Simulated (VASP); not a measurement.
## Al2Au with r2SCAN + rVV10: from relaxation to properties

Wanted: the relaxed cell of Al2Au and its properties. The steps: first try, full relaxation (r2SCAN + rVV10), single point with fields (r2SCAN + rVV10), bands along the symmetry lines (r2SCAN + rVV10), density of states (r2SCAN + rVV10) and optical spectrum (r2SCAN + rVV10). The start is a cell from a database of measured crystal structures.

Method: r2SCAN with rVV10; plane waves and PAW (Al, Au), in VASP 6.6.1.

## (1) The structure

Before any relaxation, the start is as follows. Symmetry: Fm-3m, No. 225, cubic system. The conventional cell has a = 6.000 Å, b = 6.000 Å, c = 6.000 Å, α = 90.00°, β = 90.00°, γ = 90.00°. Al has 4 Au at 2.60 Å nearest. Au has 8 Al at 2.60 Å nearest. Farther neighbours are not listed.

Coordinates:

```xyz
3
Lattice="0.0000 3.0000 3.0000 3.0000 0.0000 3.0000 3.0000 3.0000 0.0000" Properties=species:S:1:pos:R:3 pbc="T T T"
Al    1.5000    1.5000    1.5000
Al    4.5000    4.5000    4.5000
Au    0.0000    0.0000    0.0000
```

## (2) First try

This run is made with a changed input; what comes of it follows.

INCAR reads:

```
SYSTEM = Al2Au
PREC = Accurate
ENCUT = 400
NELM = 63
ISMEAR = 1
SIGMA = 0.2
LREAL = .FALSE.
ALGO = Normal
METAGGA = R2SCAN
LUSE_VDW = .TRUE.
IVDW_NL = 2
BPARAM = 11.95
CPARAM = 0.0093
LASPH = .TRUE.
NBANDS = 14
LORBIT = 11
LWAVE = .FALSE.
LCHARG = .FALSE.
KPAR = 2
IBRION = 2
NSW = 30
ISIF = 3
EDIFFG = -0.01
EDIF = 1E-07
```

POSCAR reads:

```
Al2Au
1.0
    0.0000000000      3.0000000000      3.0000000000
    3.0000000000      0.0000000000      3.0000000000
    3.0000000000      3.0000000000      0.0000000000
Al Au
2 1
Direct
    0.2500000000      0.2500000000      0.2500000000
    0.7500000000      0.7500000000      0.7500000000
    0.0000000000      0.0000000000      0.0000000000
```

KPOINTS reads:

```
Automatic mesh
0
Gamma
6 6 6
0 0 0
```

The projector-augmented-wave data sets are Al and Au (PBE family, release 64).

Launch:

```console
$ mpirun -np 2 vasp_std
```

Log:

```text
[banner, memory and clock lines left out]
running    2 mpi-ranks, on    1 nodes
 distrk:  each k-point on    1 cores,    2 groups
 distr:  one band on    1 cores,    1 groups

 POSCAR found type information on POSCAR AlAu
 POSCAR found :  2 types and       3 ions
|                                                                             |
|               ----> ADVICE to this user running VASP <----                  |
|                                                                             |
|     You have switched on vdW-DFT.                                           |
|     This routine was written and supplied by Jiri Klimes. We recommend      |
|     that you carefully read and cite the following publications:            |
|       J. Klimes, D.R. Bowler, A. Michelides                                 |
|          J. Phys.: Cond Matt. 22 022201 (2010)                              |
|       J. Klimes, D.R. Bowler, A. Michelides                                 |
|          Phys. Rev. B. 83, 195131 (2011)                                    |
|     and references therein.                                                 |
|                                                                             |

|                                                                             |
|               ----> ADVICE to this user running VASP <----                  |
|                                                                             |
|     You enforced a specific xc type in the INCAR file but a different       |
|     [... a line on the potential file left out ...]
|     I HOPE YOU KNOW WHAT YOU ARE DOING!                                     |
|                                                                             |

 LDA part: xc-table for (None), standard interpolation
 POSCAR, INCAR and KPOINTS ok, starting setup
 FFT: planning ... GRIDC
 FFT: planning ... GRID_SOFT
 FFT: planning ... GRID
 WAVECAR not read
 entering main loop
       N       E                     dE             d eps       ncg     rms          rms(c)
Total rVV10 correction in eV:      0.4122812    23.2542185
Total rVV10 correction in eV:      0.4122812    23.2542185
DAV:   1    -0.997408451187E+01   -0.99741E+01   -0.63836E+03   472   0.843E+02
DAV:   2    -0.693829602659E+02   -0.59409E+02   -0.55552E+02   536   0.174E+02
DAV:   3    -0.705171666423E+02   -0.11342E+01   -0.11295E+01   604   0.228E+01
DAV:   4    -0.705259636231E+02   -0.87970E-02   -0.87964E-02   502   0.233E+00
DAV:   5    -0.705261374799E+02   -0.17386E-03   -0.17385E-03   624   0.339E-01    0.103E+01
Total rVV10 correction in eV:      0.3943075    23.2542183
Total rVV10 correction in eV:      0.3943075    23.2542183
DAV:   6    -0.652333486659E+02    0.52928E+01   -0.77185E+00   502   0.301E+01    0.558E+00
Total rVV10 correction in eV:      0.3969270    23.2542183
Total rVV10 correction in eV:      0.3969270    23.2542183
DAV:   7    -0.651509461661E+02    0.82402E-01   -0.32586E-01   472   0.623E+00    0.240E+00
Total rVV10 correction in eV:      0.3980636    23.2542183
Total rVV10 correction in eV:      0.3980636    23.2542183
DAV:   8    -0.651464176809E+02    0.45285E-02   -0.45936E-02   520   0.162E+00    0.535E-01
Total rVV10 correction in eV:      0.3981304    23.2542183
Total rVV10 correction in eV:      0.3981304    23.2542183
DAV:   9    -0.651449358394E+02    0.14818E-02   -0.14455E-02   526   0.138E+00    0.182E-01
Total rVV10 correction in eV:      0.3982667    23.2542183
Total rVV10 correction in eV:      0.3982667    23.2542183
DAV:  10    -0.651450525921E+02   -0.11675E-03   -0.46163E-04   520   0.168E-01    0.140E-01
Total rVV10 correction in eV:      0.3984185    23.2542183
Total rVV10 correction in eV:      0.3984185    23.2542183
DAV:  11    -0.651449842627E+02    0.68329E-04   -0.14873E-04   266   0.117E-01
Total rVV10 correction in eV:      0.3984408    23.2542183
Total rVV10 correction in eV:      0.3984408    23.2542183
Total rVV10 correction in eV:      0.3984193    23.2542183
Total rVV10 correction in eV:      0.3984193    23.2542183
   1 F= -.65144984E+02 E0= -.65144255E+02  d E =-.651450E+02
 curvature:   0.00 expect dE= 0.000E+00 dE for cont linesearch  0.000E+00
 trial: gam= 0.00000 g(F)=  0.192E-45 g(S)=  0.510E-03 ort = 0.000E+00 (trialstep = 0.100E+01)
 search vector abs. value=  0.510E-03
 bond charge predicted
       N       E                     dE             d eps       ncg     rms          rms(c)
Total rVV10 correction in eV:      0.3981351    23.2542183
Total rVV10 correction in eV:      0.3981351    23.2542183
DAV:   1    -0.651492313739E+02   -0.41788E-02   -0.56730E-02   514   0.247E+00    0.425E-01
Total rVV10 correction in eV:      0.3973710    23.2542182
Total rVV10 correction in eV:      0.3973710    23.2542182
DAV:   2    -0.651452194214E+02    0.40120E-02   -0.12904E-02   514   0.133E+00    0.132E-01
Total rVV10 correction in eV:      0.3973987    23.2542182
Total rVV10 correction in eV:      0.3973987    23.2542182
DAV:   3    -0.651451899501E+02    0.29471E-04   -0.31389E-04   448   0.142E-01
Total rVV10 correction in eV:      0.3973913    23.2542182
Total rVV10 correction in eV:      0.3973913    23.2542182
Total rVV10 correction in eV:      0.3973996    23.2542182
Total rVV10 correction in eV:      0.3973996    23.2542182
   2 F= -.65145190E+02 E0= -.65144514E+02  d E =-.205687E-03
[...]
3 F= -.65145215E+02 E0= -.65144516E+02  d E =-.230861E-03
 curvature:  -0.25 expect dE=-0.162E-04 dE for cont linesearch -0.162E-04
 ZBRENT: interpolating
 opt :   0.6357  next Energy=   -65.145227 (dE=-0.243E-03)
 bond charge predicted
       N       E                     dE             d eps       ncg     rms          rms(c)
Total rVV10 correction in eV:      0.3978393    23.2542183
Total rVV10 correction in eV:      0.3978393    23.2542183
DAV:   1    -0.651452719012E+02   -0.45970E-04   -0.91469E-04   478   0.312E-01    0.568E-02
Total rVV10 correction in eV:      0.3977477    23.2542182
Total rVV10 correction in eV:      0.3977477    23.2542182
DAV:   2    -0.651452160637E+02    0.55838E-04   -0.19665E-04   370   0.162E-01
Total rVV10 correction in eV:      0.3977610    23.2542182
Total rVV10 correction in eV:      0.3977610    23.2542182
Total rVV10 correction in eV:      0.3977519    23.2542182
Total rVV10 correction in eV:      0.3977519    23.2542182
   4 F= -.65145216E+02 E0= -.65144522E+02  d E =-.231801E-03
 curvature:  -0.19 expect dE=-0.144E-05 dE for cont linesearch -0.144E-05
 trial: gam= 0.00000 g(F)=  0.286E-45 g(S)=  0.776E-05 ort =-0.629E-04 (trialstep = 0.927E+00)
 search vector abs. value=  0.776E-05
 reached required accuracy - stopping structural energy minimisation
```

Run time: 56 s. Hardware: 2 MPI ranks of Intel Xeon 6975P-C (Granite Rapids), shared host; peak memory 0.5 GiB; 100 s of CPU time.

The logs omit lines about the potential files and the build; timing stands in the text.

From OUTCAR (step 2):

```text
ion  position               nearest neighbor table
   1  0.250  0.250  0.250-   3 2.60   3 2.60   3 2.60   3 2.60   2 3.00   2 3.00   2 3.00   2 3.00
                             2 3.00   2 3.00
   2  0.750  0.750  0.750-   3 2.60   3 2.60   3 2.60   3 2.60   1 3.00   1 3.00   1 3.00   1 3.00
                             1 3.00   1 3.00
   3  0.000  0.000  0.000-   2 2.60   2 2.60   2 2.60   1 2.60   2 2.60   1 2.60   1 2.60   1 2.60

  LATTYP: Found a face centered cubic cell.
 ALAT       =     6.0000000000

 Subroutine GETGRP returns: Found 48 space group operations
 (whereof 48 operations were pure point group operations)

The static configuration has the point symmetry O_h .

 Found     16 irreducible k-points:

   k-points           NKPTS =     16   k-points in BZ     NKDIM =     16   number of bands    NBANDS=     14

   dimension x,y,z NGX =    28 NGY =   28 NGZ =   28
   dimension x,y,z NGXF=    56 NGYF=   56 NGZF=   56

   ENCUT  =  400.0 eV  29.40 Ry    5.42 a.u.   6.92  6.92  6.92*2*pi/ulx,y,z

   NELECT =      17.0000    total number of electrons

 k-points in reciprocal lattice and weights: Automatic mesh
   0.00000000  0.00000000  0.00000000       0.005
   0.16666667  0.00000000  0.00000000       0.037
   0.33333333  0.00000000  0.00000000       0.037
   0.50000000  0.00000000  0.00000000       0.019
   0.16666667  0.16666667  0.00000000       0.028
   0.33333333  0.16666667  0.00000000       0.111
   0.50000000  0.16666667  0.00000000       0.111
  -0.33333333  0.16666667  0.00000000       0.111
  -0.16666667  0.16666667  0.00000000       0.056
[...]
-0.33333333  0.33333333  0.16666667       0.111
  -0.33333333  0.50000000  0.16666667       0.056

 average (electrostatic) potential at core
       1 -75.8306       2 -75.8306       3 -72.9444

 E-fermi :   7.6381

 k-point     1 :       0.0000    0.0000    0.0000
  band No.  band energies     occupation
    ...
      2       0.7821      2.00000
      3       0.7821      2.00000
      4       0.7821      2.00000
      5       1.7906      2.00000
      6       1.7906      2.00000
      7      10.6585     -0.00000
      8      10.7795     -0.00000
      9      10.7795     -0.00000
     10      10.7795     -0.00000
     11      11.9354      0.00000
    ...

 k-point     2 :       0.1667    0.0000    0.0000
  band No.  band energies     occupation
    ...
      3       0.8726      2.00000
      4       0.8726      2.00000
      5       1.7786      2.00000
      6       1.7786      2.00000
      7       7.4271      2.05986
      8       9.7541     -0.00000
      9       9.7541     -0.00000
     10      10.8906     -0.00000
     11      12.7417      0.00000
     12      12.7417      0.00000
    ...

 k-point     3 :       0.3333    0.0000    0.0000
  band No.  band energies     occupation
    ...
      3       1.0076      2.00000
      4       1.0076      2.00000
      5       1.8400      2.00000
      6       1.8400      2.00000
      7       4.0313      2.00000
      8       8.5739     -0.00000
      9       8.5739     -0.00000
     10      11.2611     -0.00000
     11      12.0936      0.00000
     12      12.0936      0.00000
    ...

  Total        0.0126792      0.0126792      0.0126792     -0.0000000     -0.0000000     -0.0000000
  in kB        0.3773803      0.3773803      0.3773803     -0.0000000     -0.0000000     -0.0000000
  external PRESSURE =       0.3773803 kB  Pullay stress =       0.0000000 kB

  energy-cutoff  :      400.00
  volume of cell :       53.83
      direct lattice vectors                 reciprocal lattice vectors
     0.000000000  2.996845251  2.996845251    -0.166842115  0.166842115  0.166842115
     2.996845251  0.000000000  2.996845251     0.166842115 -0.166842115  0.166842115
     2.996845251  2.996845251 -0.000000000     0.166842115  0.166842115 -0.166842115

 POSITION                                       TOTAL-FORCE (eV/Angst)
 -----------------------------------------------------------------------------------
      1.49842      1.49842      1.49842        -0.000000     -0.000000     -0.000000
      4.49527      4.49527      4.49527         0.000000      0.000000      0.000000
      2.99685      2.99685     -0.00000        -0.000000      0.000000     -0.000000
 -----------------------------------------------------------------------------------
    total drift:                                0.000000      0.000000      0.000000

  FREE ENERGIE OF THE ION-ELECTRON SYSTEM (eV)
  ---------------------------------------------------
  free  energy   TOTEN  =       -65.1452160637 eV

  energy  without entropy=      -65.1431346914  energy(sigma->0) =      -65.14452227

 reached required accuracy - stopping structural energy minimisation

 total charge
# of ion       s       p       d       tot
------------------------------------------
    1        0.390   0.373   0.000   0.762
    2        0.390   0.373   0.000   0.762
    3        0.759   0.733   8.532  10.024
--------------------------------------------------
tot          1.538   1.478   8.532  11.548

[... 3 further parts left out ...]
```

CONTCAR:

```
Al2Au
   1.00000000000000
     0.0000000000000000    2.9968452509780965    2.9968452509780965
     2.9968452509780965    0.0000000000000000    2.9968452509780965
     2.9968452509780965    2.9968452509780965   -0.0000000000000000
  Al              Au
     2     1
Direct
     0.2500000000000000    0.2500000000000000    0.2500000000000000
     0.7500000000000000    0.7500000000000000    0.7500000000000000
     0.0000000000000000    0.0000000000000000    1.0000000000000000
```

The run converged. In volume (within 0.3 %) and energy (within 2 meV an atom) it ends like the sound relaxation.

The fault in the input: misspelt tag (EDIF = 1e-07). VASP ignores tags that it doesn't know, so the default applied; correct the spelling.

(Part 1 of 4 ends here.)

[Lines on the potential files, build, host, timing and source positions are cut from VASP's logs without a mark.]

[Logs are printed without paths, hosts, clocks, repeated set-up lines and the standing remarks that a program may print on its own settings, such as how far it seeks lower states.]

[Hosts, paths, dates, database ids (printed as entryN), source tags and the programs' standing remarks are cut or masked in the printed files.]

[A measured line is paired with the nearest computed mode of its activity, which favours agreement.]

[In band tables of VASP the shares of atoms and orbitals are scaled to a sum of 1 inside the atoms' spheres.]
